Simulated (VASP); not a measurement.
Cu:

```
Cu
1.0
     0.00000    1.80750    1.80750
     1.80750    0.00000    1.80750
     1.80750    1.80750    0.00000
Cu
1
Direct
  0.00000 0.00000 0.00000
```

```yaml
Program: VASP 6.6.1
Task: relaxation of cell and atoms
Functional: PBE
Potentials_or_basis: VASP PAW PBE potentials, release 64 (Cu)
Cutoff: 520 eV
k_mesh: 6 × 6 × 6
Occupations: gaussian, width 0.1 eV
Spin: no spin polarisation
```

At the start: pressure 3.4 GPa; volume 11.81 Å³/atom.

Task: How do energy, volume and symmetry change on relaxing?

Result: Over 3 steps the energy falls by 2.9 meV/atom and the volume is 12.09 Å³/atom (+2.3 %); space group Fm-3m (No. 225, to 0.05 Å).

Step by step:
| step | energy change (eV) | largest force (eV/Å) | pressure (GPa) | volume (Å³) |
| --- | --- | --- | --- | --- |
| 1 | 0.0000 | 0.0000 | 3.43 | 11.81 |
| 2 | -0.0020 | 0.0000 | -1.75 | 12.25 |
| 3 | -0.0029 | 0.0000 | 0.01 | 12.09 |

Final structure:
```
Cu
1.0
     0.00000    1.82155    1.82155
     1.82155    0.00000    1.82155
     1.82155    1.82155    0.00000
Cu
1
Cartesian
  0.0000 0.0000 0.0000
```

Caveat: the k mesh is coarse (spacing up to 0.50 Å⁻¹), so the values aren't converged.
